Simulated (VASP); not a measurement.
These are PBE GGA, VASP's PBE PAW potentials (set 64) (plane waves; VASP) values and carry that method's errors.

Input for VASP

**POSCAR**
```
SrTe
1
    0.0000000000     3.3966000000     3.3966000000
    3.3966000000     0.0000000000     3.3966000000
    3.3966000000     3.3966000000     0.0000000000
Sr Te
1 1
Direct
  0.0000000000   0.0000000000   0.0000000000
  0.5000000000   0.5000000000   0.5000000000
```

File KPOINTS:
```
Automatic mesh
0
Gamma
6 6 6
0 0 0
```

**INCAR**
```
ALGO  =  Normal
AMIX  =  0.6
BMIX  =  3.0
EDIFF  =  1E-6
ENCUT  =  400
GGA  =  PE
IMIX  =  4
ISIF  =  2
ISMEAR  =  0
LASPH  =  .TRUE.
LCHARG  =  .FALSE.
LMAXMIX  =  4
LREAL  =  .FALSE.
LWAVE  =  .FALSE.
NELM  =  100
PREC  =  Accurate
SIGMA  =  0.05
SYSTEM  =  SrTe
```

POTCAR, in this order: Sr_sv Te (PBE.64 set). Program: vasp_std.

### Question
What will the output report for the number of irreducible k-points (NKPTS), number of bands (NBANDS), largest plane-wave count, number of space-group operations, FFT grid (NGX, NGY, NGZ)?

### Answer

```yaml
number of irreducible k-points (NKPTS): 16
number of bands (NBANDS): 12
largest_plane_wave_count: 1435
number_of_space_group_operations: 48
FFT grid (NGX, NGY, NGZ): 32 × 32 × 32
```

The compound is SrTe in the rock salt structure. The cell was not relaxed at this level. The run is one of a series of settings (AMIX = 0.6, BMIX = 3.0, IMIX = 4 against the base run), some of them coarse on purpose.
